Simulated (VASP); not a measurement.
# MgCd2Te3 (P1) in VASP: relaxation of cell and atoms with PBE

Aim: the relaxation of cell and atoms of MgCd2Te3 with PBE.

Everything below comes from runs of VASP 6.6.1. Logs are shortened: lines on timing, memory, paths and dates and some standing lists are left out, and cuts for length are marked.

### 1 Starting point

The typed cell holds 12 atoms: a = 20.250 Å, b = 10.102 Å, c = 10.053 Å, α = 154.20°, β = 154.17°, γ = 37.29°.

The cell was built by a generator and needn't be a form met in nature.

### 2 Relaxation of cell and atoms, PBE

File INCAR:

```
SYSTEM = MgCd2Te3
  PREC = Normal
  ENCUT = 520
  EDIFF = 1E-5
  ISMEAR = 0
  SIGMA = 0.05
  LREAL = Auto
  LASPH = .TRUE.
  NELM = 80
  ALGO = Fast
  ISIF = 3
  LWAVE = .FALSE.
  LCHARG = .FALSE.
  GGA = PE
  IBRION = 2
  NSW = 110
  EDIFFG = -0.03
  ISYM = 0
  KPAR = 8
```

File KPOINTS:

```
regular mesh
0
G
  5 5 5
  0 0 0
```

File POSCAR:

```
MgCd2Te3
1.0
   -4.5231759900      4.6726073900     19.1775732100
    2.3061397400     -2.2413940900      9.5768808400
    2.1940536300      2.1738597300     -9.5663477700
Mg Cd Te
2 4 6
Direct
    0.9932701400      0.9882983300      0.9816204500
    0.5004753400      0.0055416200      0.0114259900
    0.1725671100      0.3284926400      0.0055855100
    0.6662287700      0.3614401600      0.0204417500
    0.3376561800      0.6647148800      0.0032661000
    0.8361315300      0.6586165000      0.0048790800
    0.4656402700      0.4198497300      0.5094092700
    0.9576361500      0.4082809700      0.4879400500
    0.2907976700      0.0839506700      0.5004936600
    0.7924325300      0.0880893200      0.5095718200
    0.1275963100      0.7576358100      0.5053365000
    0.6205069800      0.7641169900      0.5048852700
```

Potentials or basis: VASP PAW PBE potentials, release 64 (Mg, Cd, Te).

Launch:

```sh
> cat potpaw_PBE.64/Mg/POTCAR potpaw_PBE.64/Cd/POTCAR potpaw_PBE.64/Te/POTCAR > POTCAR
> mpirun -np 8 vasp_std > vasp.out
```

OUTCAR:

```text
SYSTEM = MgCd2Te3
   PREC = Normal
   ENCUT = 520
   EDIFF = 1E-5
   ISMEAR = 0
   LREAL = Auto
   LASPH = .TRUE.
   NELM = 80
   ISIF = 3
   GGA = PE
   IBRION = 2
   NSW = 110
   EDIFFG = -0.03
   ISYM = 0

 ion  position               nearest neighbor table
   1  0.993  0.988  0.982-   8 2.70   8 2.72  10 2.72   9 2.84
   2  0.500  0.006  0.011-   7 2.65   7 2.73   9 2.78  10 2.79
   3  0.173  0.328  0.006-  11 2.70  11 2.76   8 2.81   7 2.81
   4  0.666  0.361  0.020-   7 2.71  12 2.75   8 2.77  12 2.84
   5  0.338  0.665  0.003-  12 2.70   9 2.77  11 2.79   9 2.80
   6  0.836  0.659  0.005-  10 2.70  10 2.77  11 2.83  12 2.86
   7  0.466  0.420  0.509-   2 2.65   4 2.71   2 2.73   3 2.81
   8  0.958  0.408  0.488-   1 2.70   1 2.72   4 2.77   3 2.81
   9  0.291  0.084  0.500-   5 2.77   2 2.78   5 2.80   1 2.84
  10  0.792  0.088  0.510-   6 2.70   1 2.72   6 2.77   2 2.79
  11  0.128  0.758  0.505-   3 2.70   3 2.76   5 2.79   6 2.83
  12  0.621  0.764  0.505-   5 2.70   4 2.75   4 2.84   6 2.86

IMPORTANT INFORMATION: All symmetrisations will be switched off!
NOSYMM: (Re-)initialisation of all symmetry stuff for point group C_1.

----------------------------------------------------------------------------------------

                                     Primitive cell

  volume of cell :     388.8988

  direct lattice vectors                    reciprocal lattice vectors
    -4.523175990  4.672607390 19.177573210     0.001602370  0.110757675  0.025536113
     2.306139740 -2.241394090  9.576880840     0.222137855  0.003069309  0.051645061
     2.194053630  2.173859730 -9.566347770     0.225594698  0.225107625 -0.001639156

  length of vectors
    20.250227038 10.102414295 10.052589075     0.113674637  0.228083010  0.318699070

  position of ions in fractional coordinates (direct lattice)
     0.993270140  0.988298330  0.981620450
     0.500475340  0.005541620  0.011425990
     0.172567110  0.328492640  0.005585510
     0.666228770  0.361440160  0.020441750
     0.337656180  0.664714880  0.003266100
     0.836131530  0.658616500  0.004879080
     0.465640270  0.419849730  0.509409270
     0.957636150  0.408280970  0.487940050
     0.290797670  0.083950670  0.500493660
     0.792432530  0.088089320  0.509571820
     0.127596310  0.757635810  0.505336500
     0.620506980  0.764116990  0.504885270

  ion indices of the primitive-cell ions
   primitive index   ion index
                 1           1
                 2           2
                 3           3
[... 104 lines left out ...]
  Thomas-Fermi vector in A             =   2.129768
   LORBIT       =      0    0 simple, 1 ext, 2 COOP (PROOUT), +10 PAW based schemes
   GGA     = PE    functional components
   LHFCALC =     F    Hartree Fock is set to
   AEXX    =    0.0000 exact exchange contribution
   IVDW    =     0    specifies the selected vdW correction
   LEPSILON=     F    determine dielectric tensor
   LRPA    =     F    only Hartree local field effects (RPA)
 conjugate gradient relaxation of ions
 non-spin polarized calculation
 RMM-DIIS sequential band-by-band and
 Gauss-broadening in eV      SIGMA  =   0.05
  energy-cutoff  :      520.00
  volume of cell :      388.90
 maximum number of plane-waves:     10499
   NGX = 75   NGY = 37   NGZ = 37

--------------------------------------- Ionic step        1  -------------------------------------------

 number of electron      88.0000010 magnetization

 Free energy of the ion-electron system (eV)
  ---------------------------------------------------
  ext. energy  EPLUGINS =         0.00000000
  ---------------------------------------------------
  free energy    TOTEN  =       -31.38190906 eV

  energy without entropy =      -31.38190906  energy(sigma->0) =      -31.38190906

------------------------ aborting loop because EDIFF is reached ----------------------------------------

  FORCE on cell =-STRESS in cart. coord.  units (eV):
  Direction    XX          YY          ZZ          XY          YZ          ZX
  --------------------------------------------------------------------------------------
  -------------------------------------------------------------------------------------
  Total       12.4945260      9.0106139     10.3313623      0.4957313     -0.5466866     -0.2112739
  in kB       51.4746952     37.1217448     42.5629374      2.0423038     -2.2522283     -0.8704021
  external PRESSURE =      43.7197925 kB  Pullay stress =       0.0000000 kB
[... 119 lines left out ...]
  FREE ENERGIE OF THE ION-ELECTRON SYSTEM (eV)
  ---------------------------------------------------
  free  energy   TOTEN  =       -31.9738533545 eV

  energy  without entropy=      -31.9738533545  energy(sigma->0) =      -31.97385335

[... ionic steps 4 to 11 ...]

--------------------------------------- Ionic step       12  -------------------------------------------

 number of electron      88.0000035 magnetization

------------------------ aborting loop because EDIFF is reached ----------------------------------------
[... 87 lines left out ...]
--------------------------------------- Ionic step       14  -------------------------------------------

 number of electron      88.0000036 magnetization

 Free energy of the ion-electron system (eV)
  ---------------------------------------------------
  ext. energy  EPLUGINS =         0.00000000
  ---------------------------------------------------
  free energy    TOTEN  =       -32.02646643 eV

  energy without entropy =      -32.02646643  energy(sigma->0) =      -32.02646643

 E-fermi :   2.0021     XC(G=0):  -8.1293

 val. band max:        1.7796315572   @ k =   0.0000   0.0000   0.0000
 cond. band min:       2.8655103840   @ k =   0.0000   0.0000   0.0000
 fundamental gap:      1.0858788269
 Fermi energy:         2.0021088861

 k-point     1 :       0.0000    0.0000    0.0000
  band No.  band energies     occupation
      1      -8.8351      2.00000
      2      -8.5603      2.00000
      3      -8.5154      2.00000
      4      -8.3796      2.00000
      5      -8.3374      2.00000
      6      -8.3249      2.00000
[... 1309 lines left out ...]
     51       5.8932      0.00000
     52       6.1530      0.00000

 [... further k-points ...]

------------------------ aborting loop because EDIFF is reached ----------------------------------------

  FORCE on cell =-STRESS in cart. coord.  units (eV):
  Direction    XX          YY          ZZ          XY          YZ          ZX
  --------------------------------------------------------------------------------------
  -------------------------------------------------------------------------------------
  Total        0.0218957      0.0630801      0.0534663     -0.0190050      0.1280408      0.0892119
  in kB        0.0819153      0.2359924      0.2000258     -0.0711008      0.4790209      0.3337558
  external PRESSURE =       0.1726445 kB  Pullay stress =       0.0000000 kB
[... 27 lines left out ...]
  FREE ENERGIE OF THE ION-ELECTRON SYSTEM (eV)
  ---------------------------------------------------
  free  energy   TOTEN  =       -32.0264664341 eV

  energy  without entropy=      -32.0264664341  energy(sigma->0) =      -32.02646643

 reached required accuracy - stopping structural energy minimisation
```

Run time: 37 min. Hardware: 8 MPI ranks of AMD EPYC 9R45 (Zen 5), shared host; peak memory 1.4 GiB.

Results:

- Free energy: -32.0265 eV
- Relaxed volume: 35.69 Å³/atom
- Relaxed cell: a = 20.756 Å, b = 10.380 Å, c = 10.384 Å, α = 154.02°, β = 154.05°, γ = 37.04°
- Space group after relaxing (to 0.05 Å): P1 (No. 1)
- Energy gained by relaxing: 53.7 meV/atom
- Ionic steps: 14
- Pressure after relaxing: 0.0 GPa
- Largest force after relaxing: 0.027 eV/Å
- Band gap on the k mesh: 1.09 eV

Forces in eV/Å, atoms in the order of the input:
```
Mg   0.024 -0.007  0.005
Mg   0.003  0.001 -0.018
Cd   0.005 -0.011 -0.003
Cd  -0.026 -0.007  0.001
Cd   0.010 -0.009 -0.004
Cd   0.016 -0.011  0.004
Te  -0.004  0.006 -0.003
Te   0.012  0.006  0.010
Te  -0.005  0.023 -0.010
Te  -0.011 -0.003  0.006
Te   0.000  0.002  0.004
Te  -0.022  0.011  0.008
```

Step by step:
```tsv
step	energy change (eV)	largest force (eV/Å)	pressure (GPa)	volume (Å³)
1	0.0000	0.7173	4.37	388.90
2	-0.5659	0.2262	-0.93	440.80
3	-0.5919	0.2791	-0.16	430.62
4	-0.6156	0.1995	-0.07	429.31
5	-0.6342	0.1002	0.12	426.82
6	-0.6387	0.0972	-0.01	428.74
7	-0.6385	0.0949	-0.27	431.59
8	-0.6396	0.1000	-0.16	430.10
9	-0.6423	0.0639	-0.08	429.13
10	-0.6431	0.0596	0.01	427.95
11	-0.6431	0.0546	0.00	428.22
12	-0.6438	0.0494	0.01	428.15
13	-0.6440	0.0423	0.01	428.09
14	-0.6446	0.0269	0.02	428.26
```

Final structure:
```xyz
12
Lattice="-4.6732 4.6472 19.6822 2.3292 -2.3362 9.8422 2.3378 2.3383 -9.8439" Properties=species:S:1:pos:R:3 pbc="T T T"
Mg   -0.0321    4.6492   19.6710
Mg   -2.3218    2.3184    9.8626
Cd   -0.0066    0.0186    6.5949
Cd   -2.2665    2.3252   16.4233
Cd   -0.0078   -0.0037   13.1061
Cd   -2.3346    2.3330   22.9417
Te    0.0140    2.3406    8.2711
Te   -2.3602    4.6573   18.0888
Te   -0.0004    2.3188    1.5931
Te   -2.3276    4.6622   11.4286
Te    2.3279    0.0099    4.9311
Te    0.0553    2.3311   14.7583
```

Caveat: spin-orbit coupling is left out, which moves the levels of the heavy elements; an odd mesh through Γ misses points on the zone boundary, where band edges often lie.
